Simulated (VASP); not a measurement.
# Zr2Ni: structure and properties in VASP, part 13 of 17

Aim: relax Zr2Ni, then compute properties on the relaxed cell. The start is a cell from a database of measured crystal structures.

VASP 6.6.1, plane waves and PAW; the level of theory is named at each step.

Still holding for the runs below: This run allows spin, but its moments start at zero, where symmetry between the spins tends to hold them, which is where the search above led.

So far. Step 11 (Bands along the symmetry lines (r2SCAN + rVV10)): Of the bands kept, 3 cross the Fermi level on this path. Step 12 (Total and projected DOS (r2SCAN + rVV10)): The finer mesh and the other smearing move the Fermi level by -0.01 eV from the 7×7×7 run, a small shift, which tests the Fermi level alone. Of the states within 0.3 eV of the Fermi level, the largest shares in the PAW spheres are Zr d 40 %, Ni d 14 % and Ni p 6 %. The rest lies in smaller channels or between the spheres.

## Step 13: Zone-centre phonons (r2SCAN + rVV10) (continued)

Level of this step: r2SCAN with rVV10, zero-moment start; plane waves and PAW (Zr_sv, Ni) (VASP).

Parts of OUTCAR (step 13):

```text
   k-points           NKPTS =     59   k-points in BZ     NKDIM =     59   number of bands    NBANDS=     45

   NELECT =      68.0000    total number of electrons

 E-fermi :   9.4916

 spin component 1
 k-point     1 :       0.0000    0.0000    0.0000
  band No.  band energies     occupation
    ...
     29       8.5070      1.00000
     30       8.5070      1.00000
     31       8.5592      1.00000
     32       9.3120      1.01105
     33       9.3120      1.01104
     34       9.5807      0.16140
     35       9.6350      0.03429
     36       9.8772     -0.01002
     37       9.8772     -0.01002
     38      10.0587     -0.00023
    ...

 k-point     2 :       0.1250    0.0000   -0.0000
  band No.  band energies     occupation
    ...
     30       8.5428      1.00000
     31       8.6068      1.00000
     32       8.8618      1.00004
     33       9.0918      1.00801
     34       9.1010      1.00928
     35       9.8159     -0.02207
     36      10.0391     -0.00038
     37      10.0955     -0.00008
     38      10.5523     -0.00000
     39      11.2935     -0.00000
    ...

  Total       -0.0725333     -0.0725333     -0.1252833     -0.0000001      0.0000000      0.0000000
  in kB       -1.0694320     -1.0694320     -1.8471777     -0.0000022      0.0000000      0.0000000
  external PRESSURE =      -1.3286805 kB  Pullay stress =       0.0000000 kB

 POSITION                                       TOTAL-FORCE (eV/Angst)
 -----------------------------------------------------------------------------------
      1.05851      4.28333      0.00000         0.000760     -0.020740     -0.013933
      2.16632      1.05851      0.00000         0.020740      0.000760     -0.013933
      2.16632     -1.05851      2.61230        -0.000760      0.020740     -0.013933
      1.05851      2.16632      2.61230        -0.020740     -0.000760     -0.013933
      0.00000      0.00000      1.29115        -0.000000      0.000000      0.094186
      0.00000      0.00000      3.91845        -0.000000      0.000000     -0.038454
 -----------------------------------------------------------------------------------
    total drift:                               -0.000007     -0.000007     -0.001558

  FREE ENERGIE OF THE ION-ELECTRON SYSTEM (eV)
  ---------------------------------------------------
  free  energy   TOTEN  =      -115.4465381778 eV

  energy  without entropy=     -115.4545529052  energy(sigma->0) =     -115.44920975

 Eigenvectors and eigenvalues of the dynamical matrix
 ----------------------------------------------------

   1 f  =    6.440113 THz    40.464422 2PiTHz  214.819041 cm-1    26.634155 meV
             X         Y         Z           dx          dy          dz
      1.058505  4.283327  0.000000    -0.154914    0.154914   -0.000000
      2.166317  1.058505  0.000000    -0.154914   -0.154914   -0.000000
      2.166317 -1.058505  2.612303     0.154914   -0.154914   -0.000000
      1.058505  2.166317  2.612303     0.154914    0.154914   -0.000000
      0.000000  0.000000  1.306151    -0.000000   -0.000000   -0.635615
      0.000000  0.000000  3.918454    -0.000000    0.000000    0.635615

   2 f  =    6.091674 THz    38.275117 2PiTHz  203.196375 cm-1    25.193128 meV
             X         Y         Z           dx          dy          dz
      1.058505  4.283327  0.000000    -0.329856    0.235289   -0.000000
      2.166317  1.058505  0.000000     0.276479    0.151646   -0.000000
      2.166317 -1.058505  2.612303    -0.329856    0.235289    0.000000
      1.058505  2.166317  2.612303     0.276479    0.151646    0.000000
      0.000000  0.000000  1.306151     0.066442   -0.481645   -0.000000
      0.000000  0.000000  3.918454     0.066442   -0.481645   -0.000000

   3 f  =    6.091674 THz    38.275117 2PiTHz  203.196375 cm-1    25.193128 meV
             X         Y         Z           dx          dy          dz
      1.058505  4.283327  0.000000     0.151646   -0.276479    0.000000
[...]
2.166317  1.058505  0.000000     0.000000   -0.000000    0.500000
      2.166317 -1.058505  2.612303     0.000000   -0.000000   -0.500000
      1.058505  2.166317  2.612303    -0.000000   -0.000000    0.500000
      0.000000  0.000000  1.306151    -0.000000   -0.000000   -0.000000
      0.000000  0.000000  3.918454     0.000000    0.000000   -0.000000

   9 f  =    4.536840 THz    28.505806 2PiTHz  151.332690 cm-1    18.762854 meV
             X         Y         Z           dx          dy          dz
      1.058505  4.283327  0.000000     0.000000   -0.000000   -0.248782
      2.166317  1.058505  0.000000     0.000000    0.000000   -0.248782
      2.166317 -1.058505  2.612303    -0.000000    0.000000   -0.248782
      1.058505  2.166317  2.612303    -0.000000   -0.000000   -0.248782
      0.000000  0.000000  1.306151    -0.000000    0.000000    0.613364
      0.000000  0.000000  3.918454     0.000000   -0.000000    0.613364

  10 f  =    4.495414 THz    28.245518 2PiTHz  149.950863 cm-1    18.591529 meV
             X         Y         Z           dx          dy          dz
      1.058505  4.283327  0.000000     0.000000   -0.000000   -0.423771
      2.166317  1.058505  0.000000     0.000000   -0.000000   -0.321751
      2.166317 -1.058505  2.612303    -0.000000    0.000000    0.423771
      1.058505  2.166317  2.612303     0.000000   -0.000000    0.321751
      0.000000  0.000000  1.306151     0.461420   -0.063142    0.000000
      0.000000  0.000000  3.918454    -0.461420    0.063142    0.000000

  11 f  =    4.495414 THz    28.245518 2PiTHz  149.950863 cm-1    18.591529 meV
             X         Y         Z           dx          dy          dz
      1.058505  4.283327  0.000000     0.000000   -0.000000    0.321751
      2.166317  1.058505  0.000000    -0.000000    0.000000   -0.423771
      2.166317 -1.058505  2.612303    -0.000000    0.000000   -0.321751
      1.058505  2.166317  2.612303     0.000000   -0.000000    0.423771
      0.000000  0.000000  1.306151     0.063142    0.461420   -0.000000
      0.000000  0.000000  3.918454    -0.063142   -0.461420   -0.000000

  12 f  =    4.142981 THz    26.031118 2PiTHz  138.194975 cm-1    17.133986 meV
             X         Y         Z           dx          dy          dz
      1.058505  4.283327  0.000000    -0.317808    0.317808   -0.000000
      2.166317  1.058505  0.000000    -0.317808   -0.317808   -0.000000
      2.166317 -1.058505  2.612303     0.317808   -0.317808   -0.000000
      1.058505  2.166317  2.612303     0.317808    0.317808   -0.000000
      0.000000  0.000000  1.306151    -0.000000    0.000000    0.309828
      0.000000  0.000000  3.918454    -0.000000   -0.000000   -0.309828

  13 f  =    4.098294 THz    25.750343 2PiTHz  136.704385 cm-1    16.949176 meV
             X         Y         Z           dx          dy          dz
      1.058505  4.283327  0.000000    -0.353553    0.353553    0.000000
      2.166317  1.058505  0.000000     0.353553    0.353553   -0.000000
      2.166317 -1.058505  2.612303     0.353553   -0.353553    0.000000
      1.058505  2.166317  2.612303    -0.353553   -0.353553    0.000000
      0.000000  0.000000  1.306151     0.000000    0.000000   -0.000000
      0.000000  0.000000  3.918454     0.000000    0.000000   -0.000000
    [... 42 further lines ...]
      1.058505  2.166317  2.612303    -0.000000   -0.000000   -0.433714
      0.000000  0.000000  1.306151    -0.000000   -0.000000   -0.351830
      0.000000  0.000000  3.918454    -0.000000   -0.000000   -0.351830

 ELASTIC MODULI CONTR FROM IONIC RELAXATION (kBar)
 Direction    XX          YY          ZZ          XY          YZ          ZX
 --------------------------------------------------------------------------------
 XX          -9.1263      8.1110     -7.9357     -0.0000     -0.0000     -0.0000
 YY           8.1110     -9.1263     -7.9357     -0.0000      0.0000      0.0000
 ZZ          -7.9357     -7.9357   -124.0444     -0.0000      0.0000      0.0000
 XY          -0.0000     -0.0000     -0.0000    -53.7270     -0.0000     -0.0000
 YZ          -0.0000      0.0000      0.0000     -0.0000    -16.2350     -0.0000
 ZX          -0.0000      0.0000      0.0000     -0.0000     -0.0000    -16.2351
 --------------------------------------------------------------------------------

 magnetization (x)
# of ion       s       p       d       tot
------------------------------------------
    1        0.000  -0.000   0.000   0.000
    2        0.000  -0.000   0.000   0.000
    3        0.000  -0.000   0.000   0.000
    4        0.000  -0.000   0.000   0.000
    5       -0.000  -0.000  -0.000  -0.000
    6       -0.000  -0.000  -0.000  -0.000
--------------------------------------------------
tot          0.000  -0.000   0.000  -0.000

[... 7 parts as in an earlier step ...]

[... 9 further parts left out ...]
```

CONTCAR:

```
Zr2Ni
   1.00000000000000
    -3.2248219806999998    3.2248219806999998    2.6123026764000001
     3.2248219806999998   -3.2248219806999998    2.6123026764000001
     3.2248219806999998    3.2248219806999998   -2.6123026764000001
  Zr              Ni
     4     2
Direct
     0.6641183882000021    0.1641183882000021    0.8282367763999972
     0.1641183882000021    0.3358816117999979    0.5000000000000000
     0.3358816117999979    0.8358816117999979    0.1717632236000028
     0.8358816117999979    0.6641183882000021    0.5000000000000000
     0.2471289697523353    0.2471289697523353    0.0000000000000000
     0.7500000000000000    0.7500000000000000    0.0000000000000000
```

The last energy, forces, stress and levels in OUTCAR belong to the last displaced cell, not to the cell of POSCAR.

Numbers from this step:

- bands: 45
- irreducible k-points: 59
- pressure of the cell: -0.1428 GPa
- largest force of the cell: 0.01399 eV/Å

The modes at Γ (shares of kinetic energy by element, %):

| mode | frequency (cm⁻¹) | symmetry | Zr % | Ni % |
| --- | --- | --- | --- | --- |
| 1 | -0.7 | acoustic | 75 | 25 |
| 2 | -0.2 | acoustic | 76 | 24 |
| 3 | -0.2 | acoustic | 76 | 24 |
| 4 | 125.8 | Eu | 72 | 28 |
| 5 | 125.8 | Eu | 72 | 28 |
| 6 | 136.7 | Bg | 100 | 0 |
| 7 | 138.2 | A2g | 81 | 19 |
| 8 | 150.0 | Eg | 57 | 43 |
| 9 | 150.0 | Eg | 57 | 43 |
| 10 | 151.3 | A2u | 25 | 75 |
| 11 | 154.2 | Bu | 100 | 0 |
| 12 | 168.0 | Bg | 100 | 0 |
| 13 | 177.3 | A1g | 100 | 0 |
| 14 | 199.9 | Eg | 43 | 57 |
| 15 | 199.9 | Eg | 43 | 57 |
| 16 | 203.2 | Eu | 53 | 47 |
| 17 | 203.2 | Eu | 53 | 47 |
| 18 | 214.8 | A2g | 19 | 81 |

Displacements in mode 5 (125.8 cm⁻¹), the largest set to 1:
```
Zr1 -0.90 -0.48  0.00
Zr2  0.78 -0.17  0.00
Zr3 -0.90 -0.48  0.00
Zr4  0.78 -0.17  0.00
Ni5  0.19  1.00  0.00
Ni6  0.19  1.00  0.00
```

Displacements in mode 13 (177.3 cm⁻¹), the largest set to 1:
```
Zr1  1.00  1.00  0.00
Zr2 -1.00  1.00  0.00
Zr3 -1.00 -1.00  0.00
Zr4  1.00 -1.00  0.00
Ni5  0.00  0.00  0.00
Ni6  0.00  0.00  0.00
```

The three acoustic modes lie within 0.7 cm⁻¹ of zero, and all others are real. By the characters of their eigenvectors the optical modes sort into (cm⁻¹) Raman active: Bg 137, Eg 150, Bg 168, A1g 177, Eg 200; infrared active: Eu 126, A2u 151, Eu 203; silent: A2g 138, Bu 154, A2g 215. B labels carry no number here, since it depends on the setting of the axes. With a centre of inversion no mode is active in both.

(Part 13 of 17 ends here.)

[Lines on the potential files, build, host, timing and source positions are cut from VASP's logs without a mark.]

[Logs are printed without paths, hosts, clocks, repeated set-up lines and the standing remarks that a program may print on its own settings, such as how far it seeks lower states.]

[Hosts, paths, dates, database ids (printed as entryN), source tags and the programs' standing remarks are cut or masked in the printed files.]

[A measured line is paired with the nearest computed mode of its activity, which favours agreement.]

[In band tables of VASP the shares of atoms and orbitals are scaled to a sum of 1 inside the atoms' spheres.]
